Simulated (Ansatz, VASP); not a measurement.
Li3NiH6 in VASP and in Ansatz

```
Li Ni H
1.0
     4.86700    0.00000    0.00000
     0.00000    4.86700    0.00000
     0.00000    0.00000    4.86700
Li Ni H
3 1 6
Cartesian
  2.4335 0.0000 0.0000
  0.0000 2.4335 0.0000
  0.0000 0.0000 2.4335
  0.0000 0.0000 0.0000
  0.3953 2.4335 2.4335
  4.4717 2.4335 2.4335
  2.4335 0.3953 2.4335
  2.4335 4.4717 2.4335
  2.4335 2.4335 0.3953
  2.4335 2.4335 4.4717
```

Alike in both runs: functional PBE; k mesh 8 × 8 × 8; occupations gaussian, width 0.1 eV; no spin polarisation.

Ansatz relaxed the structure, and its values are those at the end. VASP's run is a single point on that final structure, the one shown.

|  | VASP | Ansatz |
| --- | --- | --- |
| version | VASP 6.6.1 | Ansatz 0.2.0 |
| potentials or method | VASP PAW PBE potentials, release 64 (Li_sv, Ni, H) | scalar-relativistic, plane waves, PAW |
| plane-wave cutoff (eV) | 520 | 420 |
| valence electrons in the cell | 25 | 33 |

Ansatz gave:

- gap on the k mesh at the Fermi level (eV): none
- rms of the force components (eV/Å): 0.002

Problem. Which values does VASP return?

Solution. gap on the k mesh at the Fermi level (eV): none; rms of the force components (eV/Å): 0.003.

A gap of «none» marks a metal or a gap that the smearing closes. The two sets of potentials don't hold the same shells in valence.

 Spin polarisation is off, so any magnetic state and its effect on volume and gap are missing.
